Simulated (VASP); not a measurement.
Input for VASP

### POSCAR
```
Ge
1
    0.0000000000     2.8290000000     2.8290000000
    2.8290000000     0.0000000000     2.8290000000
    2.8290000000     2.8290000000     0.0000000000
Ge
2
Direct
  0.0000000000   0.0000000000   0.0000000000
  0.2500000000   0.2500000000   0.2500000000
```

INCAR:
```
SYSTEM = Ge
PREC = Accurate
ENCUT = 400
EDIFF = 1E-6
NELM = 100
ALGO = Normal
LREAL = .FALSE.
LASPH = .TRUE.
ISMEAR = 0
SIGMA = 0.05
GGA = PE
LMAXMIX = 4
LWAVE = .FALSE.
LCHARG = .FALSE.
ISIF = 2
```

**KPOINTS**
```
Automatic mesh
0
Gamma
6 6 6
0 0 0
```

POTCAR, in this order: Ge_d (PBE.64 set). Program: vasp_gam.

Problem. What happens when VASP runs on this input?

Solution. There is a fault: the Γ-only program was given a k-mesh. VASP stops with an error: You are using the Gamma-point-only version with more than one k-point or some other non-Gamma k-point. ----> I REFUSE TO CONTINUE WITH THIS SICK JOB ... BYE!!! <----

File standard output:
```
 POSCAR found type information on POSCAR Ge
 POSCAR found :  1 types and       2 ions
 Reading from existing POTCAR
 Reading from existing POTCAR
 LDA part: xc-table for (Slater+PW92), standard interpolation

 -----------------------------------------------------------------------------
|                                                                             |
|     EEEEEEE  RRRRRR   RRRRRR   OOOOOOO  RRRRRR      ###     ###     ###     |
|     E        R     R  R     R  O     O  R     R     ###     ###     ###     |
|     E        R     R  R     R  O     O  R     R     ###     ###     ###     |
|     EEEEE    RRRRRR   RRRRRR   O     O  RRRRRR       #       #       #      |
|     E        R   R    R   R    O     O  R   R                               |
|     E        R    R   R    R   O     O  R    R      ###     ###     ###     |
|     EEEEEEE  R     R  R     R  OOOOOOO  R     R     ###     ###     ###     |
|                                                                             |
|     You are using the Gamma-point-only version with more than one           |
|     k-point or some other non-Gamma k-point.                                |
|                                                                             |
|       ---->  I REFUSE TO CONTINUE WITH THIS SICK JOB ... BYE!!! <----       |
|                                                                             |
 -----------------------------------------------------------------------------
```

To mend it, run vasp_std.

The mended run (PBE GGA, plane waves, VASP's PBE PAW potentials (set 64)) converges, and its OSZICAR ends with
```
   1 F= -.89649644E+01 E0= -.89647769E+01  d E =-.375049E-03
```

The compound is Ge in the diamond structure. The cell was not relaxed at this level.
